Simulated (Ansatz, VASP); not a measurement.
# Cross-check of NaF (Villiaumite) between VASP and Ansatz, part 2 of 2

One calculation is typed for both programs; each brings its own data sets. How far apart do they land? The cell is taken from a series of runs on this material, whose earlier steps may have relaxed, scaled, displaced or heated it; both programs get it as it stands.

VASP 6.6.1 and Ansatz 0.2.0.

So far: The structure; Ansatz: dielectric response, PBEsol; VASP: dielectric response, PBEsol.

### Step 3. VASP: dielectric response, PBEsol (continued)

Level of this step: PBEsol; plane waves and PAW (Na_pv, F) (VASP).

Numbers of over 12 decimals in the logs are rounded to 6 here.

Parts of OUTCAR (step 3):

```text
ion  position               nearest neighbor table
   1  0.000  0.000  0.000-   2 2.32   2 2.32   2 2.32   2 2.32   2 2.32   2 2.32
   2  0.500  0.500  0.500-   1 2.32   1 2.32   1 2.32   1 2.32   1 2.32   1 2.32

  LATTYP: Found a face centered cubic cell.
 ALAT       =     4.6340000000

 Subroutine GETGRP returns: Found 48 space group operations
 (whereof 48 operations were pure point group operations)

The static configuration has the point symmetry O_h .

 Found     29 irreducible k-points:

   k-points           NKPTS =     29   k-points in BZ     NKDIM =     29   number of bands    NBANDS=     13

   dimension x,y,z NGX =    24 NGY =   24 NGZ =   24
   dimension x,y,z NGXF=    48 NGYF=   48 NGZF=   48

   ENCUT  =  520.0 eV  38.22 Ry    6.18 a.u.   6.09  6.09  6.09*2*pi/ulx,y,z

   NELECT =      14.0000    total number of electrons

 k-points in reciprocal lattice and weights: Automatic mesh
   0.00000000  0.00000000  0.00000000       0.002
   0.12500000  0.00000000  0.00000000       0.016
   0.25000000  0.00000000  0.00000000       0.016
   0.37500000  0.00000000  0.00000000       0.016
   0.50000000  0.00000000  0.00000000       0.008
   0.12500000  0.12500000  0.00000000       0.012
   0.25000000  0.12500000  0.00000000       0.047
   0.37500000  0.12500000  0.00000000       0.047
   0.50000000  0.12500000  0.00000000       0.047
[...]
-0.37500000  0.50000000  0.12500000       0.023
  -0.25000000  0.50000000  0.25000000       0.012

 average (electrostatic) potential at core
       1 -46.6573       2 -77.3248

  Total       -0.0289574     -0.0289574     -0.0289574      0.0000000      0.0000000      0.0000000
  in kB       -1.8649311     -1.8649311     -1.8649311      0.0000000      0.0000000      0.0000000
  external PRESSURE =      -1.8649311 kB  Pullay stress =       0.0000000 kB

  energy-cutoff  :      520.00
  volume of cell :       24.88
      direct lattice vectors                 reciprocal lattice vectors
     0.000000000  2.317000000  2.317000000    -0.215796288  0.215796288  0.215796288
     2.317000000  0.000000000  2.317000000     0.215796288 -0.215796288  0.215796288
     2.317000000  2.317000000  0.000000000     0.215796288  0.215796288 -0.215796288

 POSITION                                       TOTAL-FORCE (eV/Angst)
 -----------------------------------------------------------------------------------
      0.00000      0.00000      0.00000        -0.000000      0.000000     -0.000000
      2.31700      2.31700      2.31700         0.000000     -0.000000      0.000000
 -----------------------------------------------------------------------------------
    total drift:                                0.000000     -0.000000      0.000000

 MACROSCOPIC STATIC DIELECTRIC TENSOR (including local field effects in DFT)
 ------------------------------------------------------
           1.882437    -0.000000    -0.000000
           0.000000     1.882437    -0.000000
           0.000000    -0.000000     1.882437
 ------------------------------------------------------

 PIEZOELECTRIC TENSOR (including local field effects)  for field in x, y, z        (C/m^2)
          XX          YY          ZZ          XY          YZ          ZX
  --------------------------------------------------------------------------------
  x     0.00000     0.00000     0.00000     0.00000     0.00000     0.00000
  y     0.00000     0.00000     0.00000     0.00000     0.00000     0.00000
  z     0.00000     0.00000     0.00000     0.00000     0.00000     0.00000

 BORN EFFECTIVE CHARGES (including local field effects) (in |e|, cummulative output)
 ---------------------------------------------------------------------------------
 ion    1
    1     1.00808     0.00000     0.00000
    2     0.00000     1.00808     0.00000
    3     0.00000     0.00000     1.00808
 ion    2
    1    -1.00808     0.00000     0.00000
    2     0.00000    -1.00808     0.00000
    3     0.00000     0.00000    -1.00808
```

### Step 4. Side by side

Known differences besides the potentials themselves: fixed occupations in Ansatz, narrow Gaussian smearing in VASP; the data sets hold 16 valence electrons in Ansatz (on its default PAW (the set named soft_2) files) and 14 in VASP; the cutoff is 420 eV in Ansatz and 520 eV in VASP; Ansatz makes its cores anew for this functional, VASP keeps those of its PBE data sets. Total energies have different zeros and are not compared.

Compared:

| quantity | Ansatz | VASP | difference |
| --- | --- | --- | --- |
| ε∞ xx | 1.89 | 1.88 | +0.63 % |
| ε∞ yy | 1.89 | 1.88 | +0.63 % |
| ε∞ zz | 1.89 | 1.88 | +0.63 % |
| Born charge of Na1 (mean of the diagonal) (e) | 1.01 | 1.01 | 0.00 |
| Born charge of F2 (mean of the diagonal) (e) | -1.01 | -1.01 | 0.00 |

### Step 5. VASP: dielectric response, LDA

The response to a field tests empty states and converges slowly with the mesh.

Contents of INCAR:

```
SYSTEM = NaF
PREC = Accurate
ENCUT = 520
EDIFF = 1E-08
NELM = 120
ISMEAR = 0
SIGMA = 0.01
LREAL = .FALSE.
ALGO = Normal
GGA = CA
NBANDS = 13
LORBIT = 11
LWAVE = .FALSE.
LCHARG = .FALSE.
ISIF = 2
LEPSILON = .TRUE.
LASPH = .TRUE.
GGA_COMPAT = .FALSE.
EFERMI = MIDGAP
KPAR = 2
```

Contents of POSCAR:

```
NaF
1.0
    0.0000000000      2.3170000000      2.3170000000
    2.3170000000      0.0000000000      2.3170000000
    2.3170000000      2.3170000000      0.0000000000
Na F
1 1
Direct
    0.0000000000      0.0000000000      0.0000000000
    0.5000000000      0.5000000000      0.5000000000
```

Contents of KPOINTS:

```
Automatic mesh
0
Gamma
8 8 8
0 0 0
```

PAW data sets: Na_pv and F (LDA family, release 64).

Run with:

```
mpirun -np 2 vasp_std
```

Log:

```text
[banner, memory and clock lines left out]
running    2 mpi-ranks, on    1 nodes
[...]
LDA part: xc-table for (Slater(with rela. corr.)+CA(PZ))
 , standard interpolation
 POSCAR, INCAR and KPOINTS ok, starting setup
[...]
entering main loop
       N       E                     dE             d eps       ncg     rms          rms(c)
DAV:   1     0.108290845248E+03    0.10829E+03   -0.79572E+03   759   0.129E+03
DAV:   2    -0.451956533013E+01   -0.11281E+03   -0.10584E+03   829   0.345E+02
DAV:   3    -0.101108757801E+02   -0.55913E+01   -0.55799E+01   914   0.733E+01
DAV:   4    -0.101549644837E+02   -0.44089E-01   -0.44087E-01   839   0.693E+00
[...]
DAV:  12    -0.930523300056E+01    0.66836E-07   -0.11475E-06   884   0.144E-02    0.977E-04
DAV:  13    -0.930523300599E+01   -0.54326E-08   -0.17758E-07   834   0.401E-03    0.763E-04
DAV:  14    -0.930523299842E+01    0.75754E-08   -0.33013E-08   689   0.186E-03
   1 F= -.93052330E+01 E0= -.93052330E+01  d E =0.000000E+00
[...]
RMM:   9    -0.664817801194E-01   -0.49916E-06   -0.41320E-10  2526   0.148E-04    0.248E-05
RMM:  10    -0.664816718167E-01    0.10830E-06   -0.14123E-11  1478   0.470E-05    0.274E-06
 change of polarisation eV/A/(eV/A) component  2 :     0.011     0.124    -0.005
 dielectric tensor                  component  2 :     0.076     1.901    -0.038
 Linear response to external field, progress :
  Direction:   3
       N       E                     dE             d eps       ncg     rms          rms(c)
RMM:   1    -0.568395658454E-01   -0.56840E-01   -0.81384E-02  1974   0.332E+00
RMM:   2    -0.650424471458E-01   -0.82029E-02   -0.40612E-03  2824   0.498E-01    0.384E-01
RMM:   3    -0.635671396380E-01    0.14753E-02   -0.95858E-04  2694   0.230E-01    0.224E-01
RMM:   4    -0.661061606569E-01   -0.25390E-02   -0.17461E-03  2767   0.317E-01    0.208E-02
[...]
RMM:   8    -0.664812811295E-01   -0.43410E-05   -0.59809E-09  2888   0.586E-04    0.564E-05
RMM:   9    -0.664817801394E-01   -0.49901E-06   -0.41370E-10  2520   0.148E-04    0.247E-05
RMM:  10    -0.664816715738E-01    0.10857E-06   -0.14625E-11  1463   0.470E-05    0.274E-06
 change of polarisation eV/A/(eV/A) component  3 :    -0.001     0.004     0.124
 dielectric tensor                  component  3 :    -0.005     0.033     1.901
 Born effective charges drift removed
```

OUTCAR, selected parts (step 5):

```text
  Total       -0.6831135     -0.6831135     -0.6831135      0.0000000      0.0000000      0.0000000
  in kB      -43.9941941    -43.9941941    -43.9941941      0.0000000      0.0000000      0.0000000
  external PRESSURE =     -43.9941941 kB  Pullay stress =       0.0000000 kB

 POSITION                                       TOTAL-FORCE (eV/Angst)
 -----------------------------------------------------------------------------------
      0.00000      0.00000      0.00000        -0.000000     -0.000000      0.000000
      2.31700      2.31700      2.31700         0.000000      0.000000     -0.000000
 -----------------------------------------------------------------------------------
    total drift:                                0.000000     -0.000000      0.000000

 MACROSCOPIC STATIC DIELECTRIC TENSOR (including local field effects in DFT)
 ------------------------------------------------------
           1.900522     0.000000     0.000000
           0.000000     1.900522     0.000000
           0.000000     0.000000     1.900522
 ------------------------------------------------------

[... 2 parts as in an earlier step ...]
```

### Step 6. Ansatz: dielectric response, LDA

The same cell, functional (in two slightly different forms) and mesh now go to Ansatz, which takes its cutoff from its data sets.

The cell is taken from a series of runs on this material, whose earlier steps may have relaxed, scaled, displaced or heated it; both programs get it as it stands.

Contents of input.yaml:

```yaml
crystal:
  lattice:
    - [0.0, 2.317, 2.317]
    - [2.317, 0.0, 2.317]
    - [2.317, 2.317, 0.0]
  atoms:
    - { symbol: Na, position: [0.0, 0.0, 0.0] }
    - { symbol: F, position: [0.5, 0.5, 0.5] }
kpoints:
  mp_grid: { grid: [8, 8, 8] }
hamiltonian:
  xc: lda
scf:
  occupations: { method: fixed }
output:
  eigenvalues: true
dielectric: {}
```

Run with:

```
ansatz run input.yaml --threads 4 --pin off --max-ram 8192MiB --backend cpu --events-out ev --progress --plain --runs-dir out
```

Log:

```text
[...]
Crystal: 2 atoms, lattice volume = 24.878 Å³
Basis set: ecut = 420 eV, 531 PW (Γ), exchange–correlation on 48×48×48 points (8 copies of the dense FFT grid, shifted against one another)
Bands: 12, of which v1, the nominal top of the filled ones, is band 8 counted from 1 (7 counted from 0)
Symmetry: 48 space group operations
k-points: 59 of 512 (irreducible under 8 space group operations, time reversal used)
[...]
1.909541     0.000000     0.000000
        0.000000     1.909541    -0.000000
       -0.000000     0.000000     1.909541
  Born effective charges Z* (e; rows j = field, columns β = displacement):
    site 0:
         1.01112   -0.00000    0.00000
         0.00000    1.01112    0.00000
         0.00000   -0.00000    1.01112
    site 1:
        -1.01112    0.00000    0.00000
         0.00000   -1.01112   -0.00000
         0.00000    0.00000   -1.01112
  Z* charge neutrality: 1.465e-5 e pre-enforcement
[...]
[key lines of the parts left out:]
SCF converged after 7 iterations
Free energy (F): -2263.062161 eV
Fermi energy:    0.573424 eV
```

### Step 7. Comparison

What differs besides the data sets and the points named for the pairs above, as far as they apply: the two LDA forms differ slightly; the data sets hold 16 valence electrons in Ansatz (on its default PAW (the set named soft_2) files) and 14 in VASP; VASP's log shows a relativistic correction to its local exchange, Ansatz's none. Total energies have different zeros and are not compared.

Both answers:

| quantity | Ansatz | VASP | difference |
| --- | --- | --- | --- |
| ε∞ xx | 1.91 | 1.90 | +0.47 % |
| ε∞ yy | 1.91 | 1.90 | +0.47 % |
| ε∞ zz | 1.91 | 1.90 | +0.47 % |
| Born charge of Na1 (mean of the diagonal) (e) | 1.01 | 1.01 | 0.00 |
| Born charge of F2 (mean of the diagonal) (e) | -1.01 | -1.01 | 0.00 |

### Step 8. VASP: dielectric response, PBE

The response to a field tests empty states and converges slowly with the mesh.

INCAR, as its differences from that of step 5:

```diff
@@ -9,3 +9,3 @@
 ALGO = Normal
-GGA = CA
+GGA = PE
 NBANDS = 13
```

POSCAR is that of step 5.

KPOINTS is that of step 5.

PAW data sets: Na_pv and F (PBE family, release 64).

Run with:

```
mpirun -np 2 vasp_std
```

Log:

```text
[banner, memory and clock lines left out]
running    2 mpi-ranks, on    1 nodes
[...]
LDA part: xc-table for (Slater+PW92), standard interpolation
 POSCAR, INCAR and KPOINTS ok, starting setup
[...]
entering main loop
       N       E                     dE             d eps       ncg     rms          rms(c)
DAV:   1     0.111480081342E+03    0.11148E+03   -0.79853E+03   764   0.132E+03
DAV:   2    -0.351812833410E+01   -0.11500E+03   -0.10777E+03   824   0.354E+02
DAV:   3    -0.940777909492E+01   -0.58897E+01   -0.58770E+01   929   0.760E+01
DAV:   4    -0.945658443615E+01   -0.48805E-01   -0.48803E-01   829   0.734E+00
[...]
DAV:  14    -0.856149758735E+01    0.54921E-07   -0.31338E-08   883   0.261E-03    0.374E-05
DAV:  15    -0.856149759948E+01   -0.12129E-07   -0.19202E-09   472   0.406E-04    0.561E-05
DAV:  16    -0.856149759914E+01    0.34061E-09   -0.21857E-10   417   0.174E-04
   1 F= -.85614976E+01 E0= -.85614976E+01  d E =0.000000E+00
 Linear response reoptimize wavefunctions to high precision
[...]
RMM:   9    -0.653254905000E-01    0.14584E-06   -0.36691E-10  2564   0.170E-04    0.136E-05
RMM:  10    -0.653254504776E-01    0.40022E-07   -0.28106E-11  1845   0.456E-05    0.214E-06
 change of polarisation eV/A/(eV/A) component  2 :     0.010     0.118    -0.005
 dielectric tensor                  component  2 :     0.069     1.861    -0.034
 Linear response to external field, progress :
  Direction:   3
       N       E                     dE             d eps       ncg     rms          rms(c)
RMM:   1    -0.535943089843E-01   -0.53594E-01   -0.76471E-02  1944   0.334E+00
RMM:   2    -0.608811756995E-01   -0.72869E-02   -0.38082E-03  2849   0.497E-01    0.371E-01
RMM:   3    -0.604245366379E-01    0.45664E-03   -0.80145E-04  2736   0.219E-01    0.224E-01
RMM:   4    -0.646374257399E-01   -0.42129E-02   -0.16356E-03  2728   0.326E-01    0.238E-02
[...]
RMM:   8    -0.653256365962E-01   -0.38513E-05   -0.43227E-09  2857   0.523E-04    0.345E-05
RMM:   9    -0.653254904310E-01    0.14617E-06   -0.36658E-10  2568   0.170E-04    0.136E-05
RMM:  10    -0.653254508371E-01    0.39594E-07   -0.28281E-11  1842   0.456E-05    0.214E-06
 change of polarisation eV/A/(eV/A) component  3 :    -0.001     0.004     0.118
 dielectric tensor                  component  3 :    -0.005     0.030     1.861
 Born effective charges drift removed
```

Parts of OUTCAR (step 8):

```text
  Total        0.3137404      0.3137404      0.3137404      0.0000000     -0.0000000      0.0000000
  in kB       20.2056517     20.2056517     20.2056517      0.0000000     -0.0000000      0.0000000
  external PRESSURE =      20.2056517 kB  Pullay stress =       0.0000000 kB

 MACROSCOPIC STATIC DIELECTRIC TENSOR (including local field effects in DFT)
 ------------------------------------------------------
           1.860815     0.000000    -0.000000
           0.000000     1.860815     0.000000
           0.000000    -0.000000     1.860815
 ------------------------------------------------------

[... 3 parts as in an earlier step ...]
```

### Step 9. Ansatz: dielectric response, PBE

The same cell, functional and mesh now go to Ansatz, which takes its cutoff from its data sets.

The cell is taken from a series of runs on this material, whose earlier steps may have relaxed, scaled, displaced or heated it; both programs get it as it stands.

input.yaml, as its differences from that of step 6:

```diff
@@ -11,3 +11,3 @@
 hamiltonian:
-  xc: lda
+  xc: pbe
 scf:
```

Run with:

```
ansatz run input.yaml --threads 4 --pin off --max-ram 8192MiB --backend cpu --events-out ev --progress --plain --runs-dir out
```

Log:

```text
[...]
Crystal: 2 atoms, lattice volume = 24.878 Å³
Basis set: ecut = 420 eV, 531 PW (Γ), exchange–correlation on 48×48×48 points (8 copies of the dense FFT grid, shifted against one another)
Bands: 12, of which v1, the nominal top of the filled ones, is band 8 counted from 1 (7 counted from 0)
Symmetry: 48 space group operations
k-points: 59 of 512 (irreducible under 8 space group operations, time reversal used)
[...]
1.872892    -0.000000     0.000000
        0.000000     1.872892    -0.000000
        0.000000     0.000000     1.872892
  Born effective charges Z* (e; rows j = field, columns β = displacement):
    site 0:
         1.01241    0.00000   -0.00000
        -0.00000    1.01241   -0.00000
        -0.00000   -0.00000    1.01241
    site 1:
        -1.01241   -0.00000    0.00000
         0.00000   -1.01241    0.00000
         0.00000    0.00000   -1.01241
  Z* charge neutrality: 9.484e-7 e pre-enforcement
[...]
[key lines of the parts left out:]
SCF converged after 8 iterations
Free energy (F): -2297.424130 eV
Fermi energy:    1.019869 eV
```

### Step 10. Comparison

What differs besides the data sets and the points named for the pairs above, as far as they apply: the data sets hold 16 valence electrons in Ansatz (on its default PAW (the set named soft_2) files) and 14 in VASP. Total energies have different zeros and are not compared.

Both answers:

| quantity | Ansatz | VASP | difference |
| --- | --- | --- | --- |
| ε∞ xx | 1.87 | 1.86 | +0.65 % |
| ε∞ yy | 1.87 | 1.86 | +0.65 % |
| ε∞ zz | 1.87 | 1.86 | +0.65 % |
| Born charge of Na1 (mean of the diagonal) (e) | 1.01 | 1.01 | 0.00 |
| Born charge of F2 (mean of the diagonal) (e) | -1.01 | -1.01 | 0.00 |

### Step 11. Outcome

| Item | Value |
| --- | --- |
| difference in ε∞ xx (dielectric response, PBEsol) | 0.63 % |
| difference in ε∞ xx (dielectric response, LDA) | 0.47 % |
| difference in ε∞ xx (dielectric response, PBE) | 0.65 % |

The difference in ε∞ xx is 0.65 % (dielectric response, PBE), within the 5 % picked in this series as the mark of a large difference. The data sets hold unlike numbers of valence electrons (16 in Ansatz and 14 in VASP), so part of the differences comes from the potentials. 2 further runs of this series are not shown here. How closely two codes agree says nothing of how well the functional describes the real material.

[Lines on the potential files, build, host, timing and source positions are cut from VASP's logs without a mark.]

[Logs are printed without paths, hosts, clocks, repeated set-up lines and the standing remarks that a program may print on its own settings, such as how far it seeks lower states.]

[Hosts, paths, dates, database ids (printed as entryN), source tags and the programs' standing remarks are cut or masked in the printed files.]
